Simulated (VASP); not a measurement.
An input for Ansatz (written as the equivalent of a VASP run, and not itself run):

Ansatz 0.2 input:
```yaml
crystal:
  lattice:
    - [4.7375892, 0.0000000, 0.0000000]
    - [0.0000000, 4.8676017, 0.0000000]
    - [0.0000000, 0.0000000, 7.4714192]
  atoms:
    - { symbol: Te, position: [0.7328298, 0.5175752, 0.3764976] }
    - { symbol: Te, position: [0.7671702, 0.4824248, 0.8764976] }
    - { symbol: Te, position: [0.2328298, 0.9824248, 0.6235024] }
    - { symbol: Te, position: [0.2671702, 0.0175752, 0.1235024] }
    - { symbol: O, position: [0.5139842, 0.1330126, 0.9341800] }
    - { symbol: O, position: [0.9860158, 0.8669874, 0.4341800] }
    - { symbol: O, position: [0.0139842, 0.3669874, 0.0658200] }
    - { symbol: O, position: [0.4860158, 0.6330126, 0.5658200] }
    - { symbol: O, position: [0.3976562, 0.2372610, 0.3199886] }
    - { symbol: O, position: [0.1023438, 0.7627390, 0.8199886] }
    - { symbol: O, position: [0.8976562, 0.2627390, 0.6800114] }
    - { symbol: O, position: [0.6023438, 0.7372610, 0.1800114] }
kpoints:
  mp_grid: { grid: [4, 4, 3] }
hamiltonian:
  xc: r2scan
  pseudopotentials: { kind: paw }
scf:
  occupations: { method: gaussian, width: 0.05 }
  max_iter: 100
relax:
  max_steps: 60
  f_tol: 0.02
  cell: {}
output: { forces: true, stress: true, eigenvalues: true }
```

Task: Write the VASP files for the same calculation (r2SCAN).

Result: This is not unique; one that fits is 
### INCAR
```
# general
SYSTEM  = TeO2
PREC    = Accurate
ENCUT   = 520
LREAL   = .False.
LASPH   = .True.   # aspherical one-centre terms

# electronic loop
EDIFF   = 1E-6   # SCF stop (eV)
NELM    = 100
ALGO    = Normal
LMAXMIX = 4   # l cut-off of mixed one-centre charges
LMIXTAU = .True.

# smearing
ISMEAR  = 0   # Gaussian
SIGMA   = 0.05

# functional
METAGGA = R2SCAN

# ions
IBRION  = 2
NSW     = 60
ISIF    = 3   # ions, shape and volume
EDIFFG  = -0.02   # ionic stop

# output
LWAVE   = .False.
LCHARG  = .False.
```

File KPOINTS:
```
Automatic mesh
0
Gamma
4 4 3
0 0 0
```

POSCAR:
```
TeO2
1
    4.7375892239     0.0000000000     0.0000000000
    0.0000000000     4.8676016847     0.0000000000
    0.0000000000     0.0000000000     7.4714192209
Te O
4 8
Direct
  0.7328297865   0.5175751628   0.3764975856
  0.7671702135   0.4824248372   0.8764975856
  0.2328297865   0.9824248372   0.6235024144
  0.2671702135   0.0175751628   0.1235024144
  0.5139841960   0.1330126158   0.9341800434
  0.9860158040   0.8669873842   0.4341800434
  0.0139841960   0.3669873842   0.0658199566
  0.4860158040   0.6330126158   0.5658199566
  0.3976561963   0.2372610289   0.3199886298
  0.1023438037   0.7627389711   0.8199886298
  0.8976561963   0.2627389711   0.6800113702
  0.6023438037   0.7372610289   0.1800113702
```

POTCAR, in this order: Te O (PBE.64 set). Program: vasp_std.

What does not carry over: each code has its own PAW files, so the cut-off isn't converted (ENCUT is set for VASP's; basis.ecutwfc is left out, and Ansatz then takes the one that its files recommend); Ansatz stops its SCF on the density residual and VASP on the energy change (EDIFF).

The structure comes from a computed database's TeO2 entry (P2_12_12_1); how it stands against other phases isn't given here. This run relaxes it. Symmetry was kept, so distortions that lower it aren't found. The start is the result of an earlier pass.
